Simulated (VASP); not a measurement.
Input:

```xyz
2
Lattice="0.0000 2.9945 2.9945 2.9945 0.0000 2.9945 2.9945 2.9945 0.0000" Properties=species:S:1:pos:R:3 pbc="T T T"
Hg     0.0000     0.0000     0.0000
S      1.4972     1.4972     1.4972
```

All values below come from PBE GGA, VASP's PBE PAW potentials (set 64) (plane waves; VASP). Run with 350 eV cut-off, 7×7×7 Γ-centred mesh, Gaussian smearing of 0.050 eV, potentials Hg S.

Unless said otherwise, spin-orbit coupling is left out, though it shifts the bands of the heavy elements here.

Task: What does the run give for the energy per atom (σ→0), band gap (on the k-mesh) with the smallest direct gap where there is one?

Result: 
```json
{
 "band gap (on the k-mesh)": "none (metal, semimetal or under 0.01 eV)",
 "energy per atom (σ→0)": "-2275 meV/atom"
}
```

The compound is HgS in the zinc blende structure, metacinnabar; cinnabar is the stable form. It was relaxed first, which changed the volume by +7 %.
